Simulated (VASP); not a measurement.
Crystal: HfO2.

```xyz
6
Lattice="3.6043 0.0000 0.0000 0.0000 3.6043 0.0000 0.0000 0.0000 5.2636" Properties=species:S:1:pos:R:3 pbc="T T T"
Hf    1.8022    1.8022    2.6318
Hf    0.0000    0.0000    0.0000
O     0.0000    1.8022    3.6492
O     1.8022    0.0000    4.2461
O     1.8022    0.0000    1.6144
O     0.0000    1.8022    1.0174
```

Measurements of this composition are mostly on another form, of space group No. 14.

* Program: VASP 6.6.1
* Task: relaxation of cell and atoms
* Functional: LDA
* Potentials or basis: VASP PAW LDA potentials, release 64 (Hf_pv, O)
* Cutoff: 600 eV
* k mesh: 6 × 6 × 4
* Occupations: fermi-dirac, width 0.05 eV
* Spin: no spin polarisation

At the start: pressure -16.3 GPa; volume 11.40 Å³/atom.

Where does the relaxation end?

Over 20 steps the energy falls by 46.7 meV/atom and the volume is 10.49 Å³/atom (-7.9 %); space group P4_2/nmc (No. 137, to 0.05 Å).

The path:
```tsv
step	energy change (eV)	largest force (eV/Å)	pressure (GPa)	volume (Å³)
1	0.0000	0.1506	-16.34	68.38
2	0.4543	1.1371	37.24	57.51
3	-0.2397	0.2578	-0.70	64.09
4	-0.2399	0.2695	-0.25	63.98
5	-0.2399	0.2790	0.13	63.90
6	-0.2542	0.2404	0.24	63.66
7	-0.2680	0.1629	0.74	63.09
8	-0.2772	0.0618	-0.53	63.22
9	-0.2788	0.0038	-1.29	63.30
10	-0.2794	0.0040	0.82	62.77
11	-0.2802	0.0033	-0.08	62.99
12	-0.2802	0.0089	0.04	62.96
13	-0.2802	0.0087	0.03	62.96
14	-0.2802	0.0096	0.06	62.95
15	-0.2802	0.0091	0.08	62.96
16	-0.2802	0.0089	0.07	62.96
17	-0.2802	0.0066	-0.05	62.98
18	-0.2802	0.0075	-0.05	62.98
19	-0.2803	0.0058	-0.06	62.97
20	-0.2803	0.0009	-0.04	62.96
```

Final structure:
```cif
data_structure
_symmetry_space_group_name_H-M 'P 1'
_symmetry_Int_Tables_number 1
_cell_length_a 3.5238
_cell_length_b 3.5238
_cell_length_c 5.0699
_cell_angle_alpha 90.000
_cell_angle_beta 90.000
_cell_angle_gamma 90.000
_cell_volume 62.96
loop_
_atom_site_label
_atom_site_type_symbol
_atom_site_fract_x
_atom_site_fract_y
_atom_site_fract_z
_atom_site_occupancy
Hf1 Hf 0.50000 0.50000 0.50000 1
Hf2 Hf 0.00000 0.00000 0.00000 1
O1 O 0.00000 0.50000 0.70615 1
O2 O 0.50000 0.00000 0.79385 1
O3 O 0.50000 0.00000 0.29385 1
O4 O 0.00000 0.50000 0.20615 1
```
